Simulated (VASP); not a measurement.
Input:

```xyz
2
Lattice="0.0000 2.9821 2.9821 2.9821 0.0000 2.9821 2.9821 2.9821 0.0000" Properties=species:S:1:pos:R:3 pbc="T T T"
Ca     0.0000     0.0000     0.0000
Se     2.9821     2.9821     2.9821
```

Computed with modified Becke-Johnson potential (mBJ), VASP's PBE PAW potentials (set 64) (plane waves; VASP). Run with 400 eV cut-off, 6×6×6 Γ-centred mesh, Gaussian smearing of 0.050 eV, potentials Ca_sv Se.

mBJ is a potential without an energy functional, so only the levels count.

Q: Give the energies of bands 6 to 11 at the high-symmetry points, in eV from the valence-band maximum.

A: 
```json
[
 {"band": "6", "Γ": "0.00", "X": "-2.17", "U": "-1.92", "L": "-2.79", "W": "-1.67"},
 {"band": "7", "Γ": "0.00", "X": "-0.81", "U": "-1.72", "L": "-1.05", "W": "-1.67"},
 {"band": "8", "Γ": "0.00", "X": "-0.81", "U": "-0.98", "L": "-1.05", "W": "-1.44"},
 {"band": "9", "Γ": "4.35", "X": "2.92", "U": "4.04", "L": "5.56", "W": "5.00"},
 {"band": "10", "Γ": "4.35", "X": "5.13", "U": "5.89", "L": "5.92", "W": "5.00"},
 {"band": "11", "Γ": "4.35", "X": "5.98", "U": "6.01", "L": "5.92", "W": "5.61"}
]
```

The gap is indirect, 2.92 eV, from the valence maximum at Γ to the conduction minimum at X.

The structure comes from a computed database's CaSe entry (Fm-3m); how it stands against other phases isn't given here. It was relaxed first. The cell's shape comes from a PBE relaxation.
